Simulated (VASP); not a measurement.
The system is GeSe (Germanium monoselenide), in a box.

```xyz
2
Lattice="9.0000 0.0000 0.0000 0.0000 9.0000 0.0000 0.0000 0.0000 12.0000" Properties=species:S:1:pos:R:3 pbc="T T T"
Ge    4.5130    4.5210    4.9667
Se    4.5130    4.5210    7.1013
```

Base run:

* Program: VASP 6.6.1
* Functional: BLYP
* Dispersion: D4
* Potentials or basis: VASP PAW PBE potentials, release 64 (Ge_d, Se)
* Cutoff: 520 eV
* k mesh: 1 × 1 × 1
* Occupations: gaussian, width 0.01 eV
* Spin: no spin polarisation

Its results: gap between the frontier levels 3.37 eV; largest force 0.997 eV/Å.

Task: After a change of settings the same cell gave: gap between the frontier levels 5.34 eV; largest force 0.437 eV/Å. Which change was it?
A. functional from BLYP to r2SCAN0
B. functional from BLYP to r2SCAN; further incar settings from ALGO = Normal; EDIFF = 1e-06; NBANDS = 17 to ALGO = Normal; EDIFF = 1e-07; NBANDS = 17
C. functional from BLYP to HSE06; further incar settings from ALGO = Normal; EDIFF = 1e-06; NBANDS = 17 to ALGO = Normal; EDIFF = 1e-06

Result: A.

r2SCAN0 gives the wider gap, since exact exchange removes part of the self-interaction.

Caveats: the PAW data sets were made with another functional, which shifts forces and pressure a little.

Runs at the PBE level aren't shown here.
